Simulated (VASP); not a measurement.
Consider the following.

```xyz
3
Lattice="1.9672 -3.3991 0.0000 1.9672 3.3991 0.0000 0.0000 0.0000 3.4729" Properties=species:S:1:pos:R:3 pbc="T T T"
Ba     0.0000     0.0000     0.0000
O      1.9672     0.7433     1.7365
O      1.9672    -0.7433     1.7365
```

All values below come from LDA (Ceperley-Alder, Perdew-Zunger), VASP's LDA PAW potentials (set 64) (plane waves; VASP). Settings: 520 eV cut-off, 7×7×7 Γ-centred mesh, tetrahedra with Blöchl corrections, potentials Ba_sv O.

The cores are frozen, which limits the accuracy of field gradients.

Q: Give the principal components of the electric field gradient (V/Å²) and the asymmetry η at each nucleus.

A: 
```csv
atom,Vxx,Vyy,Vzz,η
Ba1,98.7,33.9,-132.6,0.49
O2,-147.9,-133.6,281.5,0.05
O3,-147.9,-133.6,281.5,0.05
```

The structure comes from a computed database's BaO2 entry (Cmmm); how it stands against other phases isn't given here. It was relaxed first, which changed the volume by -17 %.
